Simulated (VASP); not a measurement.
Write the native input for VASP 6.6.1 that does the following.

```yaml
Task: single point
Functional: PBE
Dispersion: D3(BJ)
Potentials_or_basis: VASP PAW PBE potentials, release 64 (Ag, Cl)
Cutoff: 520 eV
k_mesh: 8 × 8 × 8
Occupations: gaussian, width 0.02 eV
Spin: no spin polarisation
Dipole_correction: no
Further_INCAR_settings: ALGO = Fast; EDIFF = 1e-06; NBANDS = 16
```

The structure of AgCl (Chlorargyrite) lies in POSCAR:

```
AgCl
1.0
    0.0000000000      2.7560759929      2.7560759929
    2.7560759929      0.0000000000      2.7560759929
    2.7560759929      2.7560759929      0.0000000000
Ag Cl
1 1
Direct
    0.0000000000      0.0000000000      0.0000000000
    0.5000000000      0.5000000000      0.5000000000
```

The cell isn't the ideal one: relaxed again under DFT PBE+D3(BJ), scalar-relativistic, plane waves, PAW.

One way to write it, as run:

INCAR

```
SYSTEM = AgCl
ALGO = Fast ; EDIFF = 1E-6
ENCUT = 520 ; GGA = PE
ISIF = 2 ; ISMEAR = 0
IVDW = 12 ; LASPH = .TRUE.
LCHARG = .TRUE. ; LELF = .TRUE.
LREAL = .FALSE. ; LVHAR = .TRUE.
LWAVE = .FALSE. ; NBANDS = 16
NELM = 60 ; PREC = Accurate
SIGMA = 0.02
```

KPOINTS

```
k-points
0
G
  8 8 8
  0 0 0
```

Potentials or basis: VASP PAW PBE potentials, release 64 (Ag, Cl).

Run with:

```sh
$ cat potpaw_PBE.64/Ag/POTCAR potpaw_PBE.64/Cl/POTCAR > POTCAR
$ mpirun -np 1 vasp_std > vasp.out
```

It gave:

```json
{
 "Pressure": "-0.2 GPa",
 "Band gap on the k mesh": "0.91 eV, indirect (least direct gap 3.24 eV)",
 "Dispersion energy per atom": "-0.338 eV"
}
```

Wall time 22 s on 1 thread of Intel(R) Xeon(R) Platinum 8488C (Sapphire Rapids), on a shared host, peak memory 0.18 GiB.
